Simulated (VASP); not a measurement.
Runs of VASP 6.6.1 on Zr. It takes space group P6_3/mmc (No. 194, hexagonal). The conventional cell has a = 3.232 Å, b = 3.232 Å, c = 5.147 Å, α = 90.00°, β = 90.00°, γ = 120.00°. Around Zr (site symmetry -6m2) lie 12 Zr at 3.18 to 3.23 Å. 

```tsv
level	potentials or basis	k mesh	cutoff (eV)	gap on the mesh (eV)	pressure (GPa)	relaxed volume (Å³/atom)
PBEsol	VASP PAW PBE potentials, release 64 (Zr_sv)	15 × 15 × 7	600	none	0.1	22.47
PBE+D3(BJ)	VASP PAW PBE potentials, release 64 (Zr_sv)	15 × 15 × 7	600	none	0.1	22.45
r2SCAN	VASP PAW PBE potentials, release 64 (Zr_sv)	15 × 15 × 7	600	none	0.0	(a)
PBE	VASP PAW PBE potentials, release 64 (Zr_sv)	15 × 15 × 7	600	none	0.0	23.39
LDA	VASP PAW LDA potentials, release 64 (Zr_sv)	15 × 15 × 7	600	none	0.0	21.82
PBE	VASP PAW PBE potentials, release 64 (Zr_sv)	8 × 8 × 4	300	none	0.0	(b)
```

Alike in all rows: task relaxation of cell and atoms; no spin polarisation; cell relaxed; smearing methfessel-paxton 0.1 eV.

Task: Fill in the values left out.

Result: (a) 23.49; (b) 23.32.

Caveats: the PAW data sets were made with another functional, which shifts forces and pressure a little (some runs); pairwise dispersion overbinds metals, which lowers pressure and volume (some runs).

A k mesh can miss the band edges, and the runs leave out spin-orbit coupling on Zr.

A gap of «none» marks a metal or a gap under the smearing width.

Not every run made on this cell is shown here.
